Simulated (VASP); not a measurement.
```
HfN
1.0
    0.00000     2.25192     2.25192
    2.25192     0.00000     2.25192
    2.25192     2.25192     0.00000
Hf N
1 1
Direct
  0.00000   0.00000   0.00000
  0.50000   0.50000   0.50000
```

All values below come from PBE GGA with D3 dispersion (Becke-Johnson damping), VASP's PBE PAW potentials (set 64) (plane waves; VASP). Run with 520 eV cut-off, Gaussian smearing of 0.050 eV, potentials Hf_pv N.

Task: Give the energies of bands 5 to 10 at the high-symmetry points, in eV from the Fermi level.

Result: 
| band | Γ | X | U | L | W |
|---|---|---|---|---|---|
| 5 | -3.07 | -5.44 | -6.41 | -8.97 | -6.24 |
| 6 | -3.07 | -3.88 | -5.57 | -6.26 | -5.52 |
| 7 | -3.07 | -3.73 | -5.02 | -6.26 | -5.52 |
| 8 | -0.38 | -3.73 | -0.89 | 3.29 | 1.10 |
| 9 | -0.38 | 4.12 | 3.89 | 3.72 | 1.10 |
| 10 | -0.38 | 5.57 | 4.48 | 3.72 | 5.58 |

It has no gap at this level: it comes out as a metal or semimetal.

The compound is HfN in the rock salt structure. It was relaxed first. The electron count is odd and the run is not spin-polarised, which forces a metal.
